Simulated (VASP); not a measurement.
VASP input:

File KPOINTS:
```
Automatic mesh
0
Gamma
18 18 18
0 0 0
```

**INCAR**
```
SYSTEM  =  V
PREC  =  Accurate; ENCUT  =  500; LREAL  =  F
LASPH  =  T
EDIFF  =  1E-6; NELM  =  100; ALGO  =  Normal
LMAXMIX  =  4
ISMEAR  =  1; SIGMA  =  0.1
GGA  =  PE
IBRION  =  2; NSW  =  40; ISIF  =  3
EDIFFG  =  -0.02; PSTRESS  =  450
LWAVE  =  F; LCHARG  =  F
```

POSCAR:
```
V
1
   -1.4356341955     1.4356341955     1.4356341955
    1.4356341955    -1.4356341955     1.4356341955
    1.4356341955     1.4356341955    -1.4356341955
V
1
Direct
  0.0000000000   0.0000000000   0.0000000000
```

POTCAR, in this order: V_sv (PBE.64 set). Program: vasp_std.

**Question.** Write an equivalent input for Ansatz.

**Answer.** One equivalent input (not run):
Ansatz 0.2 input:
```yaml
crystal:
  lattice:
    - [-1.4356342, 1.4356342, 1.4356342]
    - [1.4356342, -1.4356342, 1.4356342]
    - [1.4356342, 1.4356342, -1.4356342]
  atoms:
    - { symbol: V, position: [0.0000000, 0.0000000, 0.0000000] }
kpoints:
  mp_grid: { grid: [18, 18, 18] }
hamiltonian:
  xc: pbe
  pseudopotentials: { kind: paw }
scf:
  occupations: { method: methfessel_paxton, width: 0.1 }
  max_iter: 100
relax:
  max_steps: 40
  f_tol: 0.02
  cell: { p_target: 45 }
output: { forces: true, stress: true, eigenvalues: true }
```
The two are equivalent in intent, not identical: each code has its own PAW files, so the cut-off isn't converted (ENCUT is set for VASP's; basis.ecutwfc is left out, and Ansatz then takes the one that its files recommend); Ansatz stops its SCF on the density residual and VASP on the energy change (EDIFF).

The compound is V in the bcc structure. This run relaxes it under an external pressure of 45 GPa. Symmetry was kept, so distortions that lower it aren't found.
